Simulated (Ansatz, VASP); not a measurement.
**One calculation of IrAu2, two programs**

```
CELL_PARAMETERS angstrom
0.00000 3.70075 3.70075
3.70075 0.00000 3.70075
3.70075 3.70075 0.00000
ATOMIC_POSITIONS crystal
Ir 0.00000 0.00000 0.00000
Ir 0.25000 0.25000 0.25000
Au 0.62500 0.62500 0.62500
Au 0.12500 0.62500 0.62500
Au 0.62500 0.62500 0.12500
Au 0.62500 0.12500 0.62500
```

Alike in both runs: task relaxation of cell and atoms; functional PBE; k mesh 4 × 4 × 4; occupations gaussian, width 0.1 eV; no spin polarisation.

|  | VASP | Ansatz |
| --- | --- | --- |
| version | VASP 6.6.1 | Ansatz 0.2.0 |
| potentials or method | VASP PAW PBE potentials, release 64 (Ir, Au) | scalar-relativistic, plane waves, PAW |
| plane-wave cutoff (eV) | 600 | 420 |
| valence electrons in the cell | 62 | 110 |

Ansatz gave:

| Item | Value |
| --- | --- |
| gap on the k mesh at the Fermi level, each at its own relaxed structure (eV) | none |
| relaxed volume (Å³/atom) | 17.83 |
| relaxed cell length with the largest relative difference (Å) | 5.329 |
| energy change over the relaxation (meV/atom) | -28 |

Problem. What did VASP give for the same quantities?

Solution. gap on the k mesh at the Fermi level, each at its own relaxed structure (eV): none; relaxed volume (Å³/atom): 17.83; relaxed cell length with the largest relative difference (Å): 5.329; energy change over the relaxation (meV/atom): -27.

A gap of «none» marks a metal or a gap that the smearing closes. The two sets of potentials don't hold the same shells in valence.

Caveats: the k mesh is coarse (spacing up to 0.37 Å⁻¹), so the values aren't converged. The runs have no spin-orbit coupling, so splittings on Au, Ir are missing.
